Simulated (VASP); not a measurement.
Here is the system:

```xyz
3
Lattice="0.0000 3.0661 2.9619 3.0684 0.0000 2.9619 3.0684 3.0661 0.0000" Properties=species:S:1:pos:R:3 pbc="T T T"
Li     1.5342     1.5330     1.4809
Li     4.6025     4.5991     4.4428
Se     0.0711     0.0000     0.0000
```

Computed with PBE GGA, VASP's PBE PAW potentials (set 64) (plane waves; VASP). Settings: 700 eV cut-off, 6×6×6 Γ-centred mesh, Gaussian smearing of 0.050 eV, potentials Li_sv Se.

### Question
Predict the energy per atom (σ→0), largest force.

### Answer

The energy per atom (σ→0) is -3704 meV/atom and the largest force comes out as 0.206 eV/Å.

Only differences to runs with the same potentials and settings are physical.

The compound is Li2Se in the antifluorite structure. The cell was not relaxed at this level, atoms are displaced from their ideal sites. The run is one of a series of settings (ENCUT = 700 against the base run), some of them coarse on purpose.
